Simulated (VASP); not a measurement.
Consider the following.

```xyz
2
Lattice="0.0000 2.7225 2.7225 2.7225 0.0000 2.7225 2.7225 2.7225 0.0000" Properties=species:S:1:pos:R:3 pbc="T T T"
Ag     0.0000     0.0000     0.0000
Cl     2.7225     2.7225     2.7225
```

Computed with PBEsol GGA, VASP's PBE PAW potentials (set 64) (plane waves; VASP). Run with 500 eV cut-off, 8×8×8 Γ-centred mesh, Gaussian smearing of 0.050 eV, potentials Ag Cl.

### Question
Predict the energy per atom (σ→0), band gap (on the k-mesh) with the smallest direct gap where there is one.

### Answer

```
Property                                      Value
-----------------------------------  --------------
band gap (on the k-mesh)                    0.72 eV
smallest direct gap (on the k-mesh)         3.23 eV
energy per atom (σ→0)                -3.030 eV/atom
```

Total energies compare only between runs with the same potentials, cut-off and functional.

The compound is AgCl in the rock salt structure. It was relaxed first, which changed the volume by -6 %.
